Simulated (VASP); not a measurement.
An input for Quantum ESPRESSO's pw.x (written as the equivalent of a VASP run, and not itself run):

```
&CONTROL
  calculation = 'vc-relax'
  pseudo_dir = './pseudo'
  outdir = './out'
  tprnfor = .true.
  tstress = .true.
  nstep = 30
  forc_conv_thr = 0.00039
/
&SYSTEM
  ibrav = 0
  nat = 2
  ntyp = 1
  ecutwfc = 60.3
  occupations = 'smearing'
  smearing = 'methfessel-paxton'
  degauss = 0.00735
  input_dft = 'vdw-df2'
/
&ELECTRONS
  conv_thr = 7.3e-09
  electron_maxstep = 100
/
&IONS
/
&CELL
  cell_dofree = 'shape'
/
ATOMIC_SPECIES
  Tl 204.380 Tl.upf
CELL_PARAMETERS angstrom
     1.9393382   -3.3590325    0.0000000
     1.9393382    3.3590325    0.0000000
     0.0000000    0.0000000    5.9257553
ATOMIC_POSITIONS crystal
  Tl   0.3333330  0.6666670  0.2500000
  Tl   0.6666670  0.3333330  0.7500000
K_POINTS automatic
  11 11 7 0 0 0
```

**Question.** Write the VASP files for the same calculation (vdW-DF2).

**Answer.** This is not unique; one that fits is 
KPOINTS:
```
Regular mesh
0
gamma
  11 11 7
```

POSCAR:
```
Tl
1
    1.9393382482    -3.3590325162     0.0000000000
    1.9393382482     3.3590325162     0.0000000000
    0.0000000000     0.0000000000     5.9257552829
Tl
2
Direct
  0.3333330000   0.6666670000   0.2500000000
  0.6666670000   0.3333330000   0.7500000000
```

**INCAR**
```
SYSTEM = Tl
PREC = Accurate; ENCUT = 520; LREAL = .FALSE.
LASPH = .TRUE.
EDIFF = 1E-7; NELM = 100; ALGO = Normal
LMAXMIX = 4
ISMEAR = 1; SIGMA = 0.1
GGA = ML; LUSE_VDW = .TRUE.; AGGAC = 0.0
ZAB_VDW = -1.8867
IBRION = 2; NSW = 30; ISIF = 4
EDIFFG = -0.01
LWAVE = .FALSE.; LCHARG = .FALSE.
```

POTCAR, in this order: Tl_d (PBE.64 set). Program: vasp_std.

Limits of the translation: the potentials are each code's own (VASP's PAW set, PseudoDojo norm-conserving files in pw.x), so ENCUT and ecutwfc are chosen apart and not converted; conv_thr bounds pw.x's estimated SCF error, while EDIFF bounds the energy change between steps; forc_conv_thr acts on force components and is met together with etot_conv_thr.

The compound is Tl in the hcp structure. This cell is one point of a volume scan, at 1.06 of the reference volume. Symmetry was kept, so distortions that lower it aren't found.
